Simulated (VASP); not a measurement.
# MnAu2: structure and properties in VASP, part 4 of 7

What structure does MnAu2 take at this level, and what are its properties? The start is a computed cell from the Materials Project.

VASP 6.6.1, plane waves and PAW; the level of theory is named at each step.

Still holding for the runs below: The magnetic order is the lowest of the few collinear ones that converged above; longer or canted patterns were not tried. The k-mesh is coarse for a metal.

So far, largest spin moment in the PAW sphere (μB): step 2 (magnetic order: ferromagnetic) 3.85; step 3 (magnetic order: antiferromagnetic, q = (0, 0, 1/2)) 3.94; step 4 (magnetic order: antiferromagnetic, q = (1/2, 1/2, 1/2)) 3.90; step 7 (full relaxation (PBEsol)) 3.72.

### 8. Second relaxation

Level of this step: PBEsol, spin-polarised from a ferromagnetic start; plane waves and PAW (Mn_pv, Au) (VASP).

A relaxation keeps the plane waves of the cell it began with, so it is repeated from the new cell, on a basis made for it.

Input file INCAR:

```
SYSTEM = MnAu2
PREC = Accurate
ENCUT = 400
EDIFF = 1E-06
NELM = 100
ISMEAR = 1
SIGMA = 0.2
LREAL = .FALSE.
ALGO = Normal
GGA = PS
NBANDS = 28
ISPIN = 2
MAGMOM = 3.85 0.03 0.03
LASPH = .TRUE.
LMAXMIX = 4
LORBIT = 11
LWAVE = .FALSE.
LCHARG = .FALSE.
KPAR = 8
IBRION = 2
NSW = 60
ISIF = 3
EDIFFG = -0.01
```

Input file POSCAR:

```
MnAu2
1.0
    0.0000000000     -3.3290902063      0.0000000000
   -3.3290902063      0.0000000000      0.0000000000
    1.6645451031     -1.6645451031     -4.3073360788
Mn Au
1 2
Direct
    0.0000000000      0.0000000000      0.0000000000
    0.6609877081      0.3390122919      0.6780245839
    0.3390122919      0.6609877081      0.3219754161
```

Input file KPOINTS:

```
Automatic mesh
0
Gamma
6 6 6
0 0 0
```

PAW data sets: Mn_pv and Au (PBE family, release 64).

Command:

```console
$ mpirun -np 8 vasp_std
```

Log:

```text
[... set-up lines as in an earlier step ...]
 entering main loop
       N       E                     dE             d eps       ncg     rms          rms(c)
DAV:   1     0.259415006119E+03    0.25942E+03   -0.15645E+04  3472   0.112E+03
DAV:   2    -0.940988561042E+01   -0.26882E+03   -0.25247E+03  3436   0.321E+02
DAV:   3    -0.192656247838E+02   -0.98557E+01   -0.97197E+01  3764   0.692E+01
DAV:   4    -0.193640604815E+02   -0.98436E-01   -0.98399E-01  3740   0.681E+00
DAV:   5    -0.193658273387E+02   -0.17669E-02   -0.17668E-02  3708   0.919E-01    0.165E+01
DAV:   6    -0.181107599204E+02    0.12551E+01   -0.58488E+00  3576   0.271E+01    0.111E+01
DAV:   7    -0.179198190634E+02    0.19094E+00   -0.18325E+00  3628   0.271E+01    0.900E+00
DAV:   8    -0.177373808339E+02    0.18244E+00   -0.33203E-01  3596   0.673E+00    0.388E+00
DAV:   9    -0.177267890489E+02    0.10592E-01   -0.42698E-02  3924   0.254E+00    0.156E+00
DAV:  10    -0.177287316479E+02   -0.19426E-02   -0.12611E-02  3612   0.123E+00    0.157E-01
DAV:  11    -0.177288751967E+02   -0.14355E-03   -0.82016E-04  3604   0.303E-01    0.604E-02
DAV:  12    -0.177288841890E+02   -0.89923E-05   -0.11756E-04  3652   0.773E-02    0.327E-02
DAV:  13    -0.177288862529E+02   -0.20639E-05   -0.74427E-06  3712   0.202E-02    0.111E-02
DAV:  14    -0.177288860700E+02    0.18292E-06   -0.88957E-07  2352   0.717E-03
   1 F= -.17728886E+02 E0= -.17727386E+02  d E =-.177289E+02  mag=     3.8420
 curvature:   0.00 expect dE= 0.000E+00 dE for cont linesearch  0.000E+00
 trial: gam= 0.00000 g(F)=  0.384E-06 g(S)=  0.175E-03 ort = 0.000E+00 (trialstep = 0.100E+01)
 search vector abs. value=  0.176E-03
 bond charge predicted
       N       E                     dE             d eps       ncg     rms          rms(c)
DAV:   1    -0.177333377579E+02   -0.44515E-02   -0.59514E-02  3624   0.236E+00    0.561E-01
DAV:   2    -0.177298780840E+02    0.34597E-02   -0.14037E-02  3600   0.149E+00    0.537E-01
DAV:   3    -0.177289384168E+02    0.93967E-03   -0.27447E-03  3636   0.890E-01    0.187E-01
DAV:   4    -0.177288593573E+02    0.79059E-04   -0.32260E-04  3572   0.197E-01    0.825E-02
DAV:   5    -0.177288477782E+02    0.11579E-04   -0.22227E-05  3540   0.392E-02    0.417E-02
DAV:   6    -0.177288458024E+02    0.19758E-05   -0.10456E-05  3584   0.352E-02    0.908E-03
DAV:   7    -0.177288452921E+02    0.51026E-06   -0.17875E-06  2520   0.154E-02
   2 F= -.17728845E+02 E0= -.17727429E+02  d E =0.407778E-04  mag=     3.8364
[...]
3 F= -.17728917E+02 E0= -.17727449E+02  d E =-.308750E-04  mag=     3.8398
 curvature:  -0.22 expect dE=-0.107E-04 dE for cont linesearch -0.101E-04
 ZBRENT: interpolating
 opt :   0.2512  next Energy=   -17.728923 (dE=-0.367E-04)
 bond charge predicted
       N       E                     dE             d eps       ncg     rms          rms(c)
DAV:   1    -0.177289879324E+02   -0.70487E-04   -0.95386E-04  3636   0.297E-01    0.725E-02
DAV:   2    -0.177289289521E+02    0.58980E-04   -0.23300E-04  3588   0.192E-01    0.690E-02
DAV:   3    -0.177289142012E+02    0.14751E-04   -0.44882E-05  3624   0.112E-01    0.241E-02
DAV:   4    -0.177289129289E+02    0.12724E-05   -0.52389E-06  3380   0.254E-02    0.107E-02
DAV:   5    -0.177289127149E+02    0.21397E-06   -0.36478E-07  1732   0.506E-03
   4 F= -.17728913E+02 E0= -.17727433E+02  d E =-.266449E-04  mag=     3.8405
 curvature:  -0.13 expect dE=-0.301E-05 dE for cont linesearch -0.301E-05
 trial: gam=-0.23264 g(F)=  0.305E-07 g(S)=  0.240E-04 ort = 0.648E-04 (trialstep = 0.850E+00)
 search vector abs. value=  0.332E-05
 reached required accuracy - stopping structural energy minimisation
```

It took 14 s on 8 MPI ranks of Intel Xeon 6975P-C (Granite Rapids), shared host; peak memory 1.6 GiB.

Parts of OUTCAR (step 8):

```text
   ENCUT  =  400.0 eV  29.40 Ry    5.42 a.u.   5.43  5.43  8.00*2*pi/ulx,y,z

   NELECT =      35.0000    total number of electrons

 E-fermi :   9.3325

 spin component 1
 k-point     1 :       0.0000    0.0000    0.0000
  band No.  band energies     occupation
    ...
     15       6.3246      1.00000
     16       6.8468      1.00000
     17       6.8468      1.00000
     18       7.2727      1.00000
     19       7.6687      1.00000
     20      11.5741     -0.00000
     21      11.8339     -0.00000
     22      18.6696      0.00000
     23      18.6696      0.00000
     24      19.0003      0.00000
    ...

 k-point     2 :       0.1667    0.0000   -0.0000
  band No.  band energies     occupation
    ...
     15       6.4342      1.00000
     16       6.8091      1.00000
     17       7.2179      1.00000
     18       7.4948      1.00000
     19       7.9509      1.00000
     20      10.8778     -0.00000
     21      13.5152      0.00000
     22      14.7224      0.00000
     23      16.6108      0.00000
     24      18.1635      0.00000
    ...

  Total       -0.0189369     -0.0189369     -0.0277906      0.0000000      0.0000000     -0.0000000
  in kB       -0.6360251     -0.6360251     -0.9333887      0.0000000      0.0000000     -0.0000000
  external PRESSURE =      -0.7351463 kB  Pullay stress =       0.0000000 kB

 POSITION                                       TOTAL-FORCE (eV/Angst)
 -----------------------------------------------------------------------------------
      0.00000      0.00000      0.00000         0.000000      0.000000      0.000000
      0.00000     -3.32837     -2.91965        -0.000000      0.000000     -0.000562
     -1.66419     -1.66419     -1.38643         0.000000     -0.000000      0.000562
 -----------------------------------------------------------------------------------
    total drift:                               -0.000000      0.000000      0.000000

  FREE ENERGIE OF THE ION-ELECTRON SYSTEM (eV)
  ---------------------------------------------------
  free  energy   TOTEN  =       -17.7289127149 eV

  energy  without entropy=      -17.7244728498  energy(sigma->0) =      -17.72743276

 magnetization (x)
# of ion       s       p       d       tot
------------------------------------------
    1        0.020   0.013   3.685   3.718
    2       -0.038  -0.032   0.087   0.018
    3       -0.038  -0.032   0.087   0.018
--------------------------------------------------
tot         -0.055  -0.051   3.859   3.753

[... 4 parts as in an earlier step ...]

[... 18 further parts left out ...]
```

CONTCAR:

```
MnAu2
   1.00000000000000
     0.0000000000000000   -3.3283728908345318   -0.0000000000000113
    -3.3283728908345318    0.0000000000000000    0.0000000000000113
     1.6641864453672914   -1.6641864453672914   -4.3060806507177807
  Mn              Au
     1     2
Direct
     0.0000000000000000    0.0000000000000000    0.0000000000000000
     0.6609849123679992    0.3390150876320008    0.6780301753640033
     0.3390150876320008    0.6609849123679992    0.3219698246359967
```

Little changed from the start: no atom moved by 0.005 Å and no cell edge by 0.1 %.

Numbers from this step:

| Quantity | Value |
| --- | --- |
| free energy (TOTEN) | -17.73 eV |
| Fermi energy | 9.332 eV |
| pressure | -0.07351 GPa |
| moment of the cell, from the last line of the log | 3.841 μB |
| SCF cycles over all ionic steps | 32 |

It ends with a largest force of 0.001 eV/Å and a pressure of -0.07 GPa. The volume moved by only 0.07 %, so the volume is settled.

### 9. Single point with fields (PBEsol)

The relaxed cell gets a fresh self-consistent run, on a basis set for its own volume, to fix the density and to check the remaining stress.

Edit INCAR of step 8 so:

```diff
@@ -17,7 +17,5 @@
 LWAVE = .FALSE.
-LCHARG = .FALSE.
-KPAR = 8
-IBRION = 2
-NSW = 60
-ISIF = 3
-EDIFFG = -0.01
+LCHARG = .TRUE.
+ISIF = 2
+LELF = .TRUE.
+LVHAR = .TRUE.
```

Input file POSCAR:

```
MnAu2
1.0
    0.0000000000     -3.3283728908      0.0000000000
   -3.3283728908      0.0000000000      0.0000000000
    1.6641864454     -1.6641864454     -4.3060806507
Mn Au
1 2
Direct
    0.0000000000      0.0000000000      0.0000000000
    0.6609849124      0.3390150876      0.6780301754
    0.3390150876      0.6609849124      0.3219698246
```

KPOINTS is that of step 8.

Command:

```console
$ mpirun -np 8 vasp_std
```

Log:

```text
[banner, memory and clock lines left out]
running    8 mpi-ranks, on    1 nodes
 distrk:  each k-point on    8 cores,    1 groups
 distr:  one band on    1 cores,    8 groups

 POSCAR found type information on POSCAR MnAu
 POSCAR found :  2 types and       3 ions
 [... a notice as in an earlier step ...]

 [... a notice as in an earlier step ...]

 LDA part: xc-table for (Slater+PW92), standard interpolation
|                                                                             |
|           W    W    AA    RRRRR   N    N  II  N    N   GGGG   !!!           |
|           W    W   A  A   R    R  NN   N  II  NN   N  G    G  !!!           |
|           W    W  A    A  R    R  N N  N  II  N N  N  G       !!!           |
|           W WW W  AAAAAA  RRRRR   N  N N  II  N  N N  G  GGG   !            |
|           WW  WW  A    A  R   R   N   NN  II  N   NN  G    G                |
|           W    W  A    A  R    R  N    N  II  N    N   GGGG   !!!           |
|                                                                             |
|     The number of bands has been changed from the values supplied in        |
|     The orbitals not found in the WAVECAR file will be initialized with     |
|     random numbers, which is usually adequate. For correlated               |
|     calculations, however, you should redo the groundstate calculation.     |
|     I found NBANDS = 28. Now, NBANDS = 32.                                  |
|                                                                             |

 POSCAR, INCAR and KPOINTS ok, starting setup
 FFT: planning ... GRIDC
 FFT: planning ... GRID_SOFT
 FFT: planning ... GRID
 WAVECAR not read
 entering main loop
       N       E                     dE             d eps       ncg     rms          rms(c)
DAV:   1     0.258294870104E+03    0.25829E+03   -0.15179E+04  3944   0.975E+02
DAV:   2    -0.922373630691E+01   -0.26752E+03   -0.25058E+03  4032   0.292E+02
DAV:   3    -0.192728660987E+02   -0.10049E+02   -0.99325E+01  4488   0.631E+01
DAV:   4    -0.193639789242E+02   -0.91113E-01   -0.91096E-01  4352   0.593E+00
DAV:   5    -0.193655406667E+02   -0.15617E-02   -0.15617E-02  4656   0.778E-01    0.165E+01
DAV:   6    -0.181098581488E+02    0.12557E+01   -0.48244E+00  4240   0.237E+01    0.111E+01
DAV:   7    -0.179228638028E+02    0.18699E+00   -0.15745E+00  4288   0.238E+01    0.897E+00
DAV:   8    -0.177365520815E+02    0.18631E+00   -0.30776E-01  4328   0.598E+00    0.390E+00
DAV:   9    -0.177263828582E+02    0.10169E-01   -0.34184E-02  4760   0.211E+00    0.159E+00
DAV:  10    -0.177285889970E+02   -0.22061E-02   -0.11618E-02  4272   0.105E+00    0.164E-01
DAV:  11    -0.177287562161E+02   -0.16722E-03   -0.73565E-04  4328   0.259E-01    0.673E-02
DAV:  12    -0.177287631895E+02   -0.69734E-05   -0.10490E-04  4416   0.649E-02    0.341E-02
DAV:  13    -0.177287649337E+02   -0.17442E-05   -0.73064E-06  4424   0.181E-02    0.121E-02
DAV:  14    -0.177287644677E+02    0.46600E-06   -0.10518E-06  3144   0.714E-03
   1 F= -.17728764E+02 E0= -.17727285E+02  d E =-.443776E-02  mag=     3.8406
```

Run time: 7.2 s. Hardware: 8 MPI ranks; peak memory 0.9 GiB.

From OUTCAR (step 9):

```text
   k-points           NKPTS =     30   k-points in BZ     NKDIM =     30   number of bands    NBANDS=     32

   NELECT =      35.0000    total number of electrons

 E-fermi :   9.3323

 spin component 1
 k-point     1 :       0.0000    0.0000    0.0000
  band No.  band energies     occupation
    ...
     15       6.3245      1.00000
     16       6.8466      1.00000
     17       6.8466      1.00000
     18       7.2727      1.00000
     19       7.6685      1.00000
     20      11.5739     -0.00000
     21      11.8338     -0.00000
     22      18.6694      0.00000
     23      18.6694      0.00000
     24      19.0002      0.00000
    ...

 k-point     2 :       0.1667    0.0000   -0.0000
  band No.  band energies     occupation
    ...
     15       6.4340      1.00000
     16       6.8090      1.00000
     17       7.2179      1.00000
     18       7.4948      1.00000
     19       7.9507      1.00000
     20      10.8777     -0.00000
     21      13.5151      0.00000
     22      14.7222      0.00000
     23      16.6106      0.00000
     24      18.1634      0.00000
    ...

  Total       -0.0220586     -0.0220586     -0.0336575      0.0000000      0.0000000      0.0000000
  in kB       -0.7408711     -0.7408711     -1.1304371      0.0000000      0.0000000      0.0000000
  external PRESSURE =      -0.8707264 kB  Pullay stress =       0.0000000 kB

 POSITION                                       TOTAL-FORCE (eV/Angst)
 -----------------------------------------------------------------------------------
      0.00000      0.00000      0.00000        -0.000000     -0.000000      0.000000
      0.00000     -3.32837     -2.91965        -0.000000      0.000000     -0.000890
     -1.66419     -1.66419     -1.38643         0.000000     -0.000000      0.000890
 -----------------------------------------------------------------------------------
    total drift:                                0.000000     -0.000000     -0.000000

  FREE ENERGIE OF THE ION-ELECTRON SYSTEM (eV)
  ---------------------------------------------------
  free  energy   TOTEN  =       -17.7287644677 eV

  energy  without entropy=      -17.7243267093  energy(sigma->0) =      -17.72728521

[... 6 parts as in an earlier step ...]

[... 16 further parts left out ...]
```

With spin, VASP writes an ELF for each channel.

Numbers from this step:

| Quantity | Value |
| --- | --- |
| bands | 32 |
| pressure | -0.08707 GPa |

Valence electrons inside each PAW sphere by angular momentum. Sphere charges, by row:

```csv
atom,s (e),p (e),d (e),tot (e)
Mn1,0.273,6.225,4.97,11.47
Au2,0.632,0.433,8.681,9.745
Au3,0.632,0.433,8.681,9.745
```

Spin density in the ac plane of the conventional cell at fractional y = 0.000, with atoms of Mn and Au within 0.2 Å of it.

Values in e/Å³, 24 rows by 14 columns, each cell a mean:
```
4.3 3.2 1.4 0.4 0.1 0.0 0.0 0.0 0.0 0.1 0.2 0.6 2.0 3.5
1.2 0.8 0.4 0.2 0.1 0.0 0.0 0.0 0.0 0.0 0.1 0.2 0.5 0.9
0.2 0.1 0.1 0.0 0.0 0.0 0.0 0.0 0.0 0.0 0.0 0.1 0.1 0.1
0.0 0.0 0.0 0.0 0.0 0.0 0.0 0.0 0.0 0.0 0.0 0.0 0.0 0.0
0.0 0.0 0.0 0.0 0.0 0.0 0.0 0.0 0.0 0.0 0.0 0.0 0.0 0.0
0.0 0.0 0.0 0.0 0.0 0.0 0.0 0.0 0.0 0.0 0.0 0.0 0.0 0.0
0.0 0.0 0.0 0.0 0.0 0.0 0.0 0.0 0.0 0.0 0.0 0.0 0.0 0.0
0.1 0.1 0.0 0.0 0.0 0.0 0.0 0.0 0.0 0.0 0.0 0.0 0.0 0.1
0.1 0.1 0.0 0.0 0.0 0.0 0.0 0.0 0.0 0.0 0.0 0.0 0.0 0.1
0.0 0.0 0.0 0.0 0.0 0.0 0.0 0.0 0.0 0.0 0.0 0.0 0.0 0.0
0.0 0.0 0.0 0.0 0.0 0.0 0.0 0.0 0.0 0.0 0.0 0.0 0.0 0.0
0.0 0.0 0.0 0.0 0.0 0.0 0.0 0.0 0.0 0.0 0.0 0.0 0.0 0.0
0.0 0.0 0.0 0.0 0.0 0.0 0.0 0.0 0.0 0.0 0.0 0.0 0.0 0.0
0.0 0.0 0.0 0.0 0.0 0.0 0.0 0.0 0.0 0.0 0.0 0.0 0.0 0.0
0.1 0.0 0.0 0.0 0.0 0.0 0.0 0.0 0.0 0.0 0.0 0.0 0.0 0.1
0.1 0.1 0.0 0.0 0.0 0.0 0.0 0.0 0.0 0.0 0.0 0.0 0.0 0.1
0.1 0.0 0.0 0.0 0.0 0.0 0.0 0.0 0.0 0.0 0.0 0.0 0.0 0.1
0.0 0.0 0.0 0.0 0.0 0.0 0.0 0.0 0.0 0.0 0.0 0.0 0.0 0.0
0.0 0.0 0.0 0.0 0.0 0.0 0.0 0.0 0.0 0.0 0.0 0.0 0.0 0.0
0.0 0.0 0.0 0.0 0.0 0.0 0.0 0.0 0.0 0.0 0.0 0.0 0.0 0.0
0.1 0.1 0.0 0.0 0.0 0.0 0.0 0.0 0.0 0.0 0.0 0.0 0.0 0.1
0.4 0.3 0.2 0.1 0.0 0.0 0.0 0.0 0.0 0.0 0.0 0.1 0.2 0.3
2.4 1.8 0.8 0.3 0.1 0.0 0.0 0.0 0.0 0.0 0.1 0.4 1.1 2.0
5.5 4.1 1.9 0.5 0.2 0.1 0.0 0.0 0.0 0.1 0.2 0.8 2.6 4.6
```
Columns run along a (3.3 Å), rows up along c (8.6 Å), edges of the conventional cell, whose origin can differ from the input's. Atoms in or near the plane, at fractional coordinates: Mn at (0.00, 0.00), Au at (0.00, 0.66), Au at (0.00, 0.34).

ELF of up spins in the ac plane of the conventional cell at fractional y = 0.000, with atoms of Mn and Au within 0.2 Å of it. It is the smooth field of the valence electrons, not physical close to the nuclei.

Ten even steps from '0' (0.01) to '9' (0.35), each cell a mean:
```
24775444446863
77754444445678
65545544455455
55555444445555
77665444455677
89986544457899
23698644579852
00279754589610
00389754589620
34799655579964
99987654567899
77766544456677
88776544566788
78998654578987
11599754589831
00279754589610
01489644579720
56897544468976
99875444456789
66655444445566
55555444455555
77654544454567
56865444445776
02786444446851
```
Columns run along a (3.3 Å), rows up along c (8.6 Å), edges of the conventional cell, whose origin can differ from the input's. Atoms in or near the plane, at fractional coordinates: Mn at (0.00, 0.00), Au at (0.00, 0.66), Au at (0.00, 0.34).

Electrostatic potential energy in the ac plane of the conventional cell at fractional y = 0.000, with atoms of Mn and Au within 0.2 Å of it. With pseudopotentials it is smooth inside the atoms' cores, unlike the true potential.

Values in eV, 24 rows by 14 columns, each cell a mean:
```
-52 -48 -38 -23  -7   0   1   2   1  -1 -11 -28 -42 -49
-35 -31 -22 -10  -2   1   2   2   2   0  -3 -13 -26 -32
-10  -8  -4  -1   1   2   2   3   2   1   0  -1  -5  -9
 -1   0   1   1   2   2   3   3   3   2   2   1   0   0
 -3  -2   0   1   2   2   3   3   3   2   2   1  -1  -2
-26 -22 -14  -5   0   2   2   3   2   1  -1  -7 -17 -24
-57 -53 -40 -23  -7   1   2   3   2  -1 -11 -28 -45 -54
-66 -65 -55 -36 -14  -1   2   2   1  -4 -20 -42 -60 -65
-65 -64 -53 -34 -13  -1   2   2   1  -3 -19 -40 -58 -64
-52 -48 -35 -19  -5   1   2   2   2   0  -8 -24 -40 -49
-21 -17 -10  -3   0   2   2   2   2   1   0  -5 -13 -19
 -2  -1   0   1   2   2   2   2   2   2   2   1  -1  -2
 -7  -5  -2   0   1   2   2   2   2   2   1   0  -3  -6
-36 -32 -21  -9  -1   1   2   2   2   1  -3 -12 -25 -33
-61 -58 -45 -27  -9   0   2   2   1  -2 -13 -33 -51 -59
-66 -65 -56 -37 -15  -1   2   2   1  -4 -21 -43 -61 -65
-64 -62 -50 -31 -11   0   2   2   1  -3 -16 -37 -55 -63
-45 -41 -29 -14  -3   1   2   3   2   0  -5 -18 -33 -42
-12  -9  -5  -1   1   2   3   3   2   2   1  -1  -6 -10
  0   0   1   2   2   2   3   3   3   2   2   1   0   0
 -2  -2   0   1   2   2   2   2   2   2   1   0  -1  -2
-21 -18 -11  -4   0   1   2   2   2   1  -1  -5 -13 -19
-44 -40 -31 -16  -4   0   2   2   1  -1  -7 -21 -34 -42
-55 -51 -41 -26  -9   0   1   2   1  -2 -13 -31 -45 -53
```
Columns run along a (3.3 Å; values clipped at the 3rd and 97th percentile), rows up along c (8.6 Å), edges of the conventional cell, whose origin can differ from the input's. Atoms in or near the plane, at fractional coordinates: Mn at (0.00, 0.00), Au at (0.00, 0.66), Au at (0.00, 0.34).

In this run the pressure is -0.09 GPa, small enough to go on.

(Continued in part 5 of 7.)

[Lines on the potential files, build, host, timing and source positions are cut from VASP's logs without a mark.]

[Logs are printed without paths, hosts, clocks, repeated set-up lines and the standing remarks that a program may print on its own settings, such as how far it seeks lower states.]

[Hosts, paths, dates, database ids (printed as entryN), source tags and the programs' standing remarks are cut or masked in the printed files.]

[A measured line is paired with the nearest computed mode of its activity, which favours agreement.]
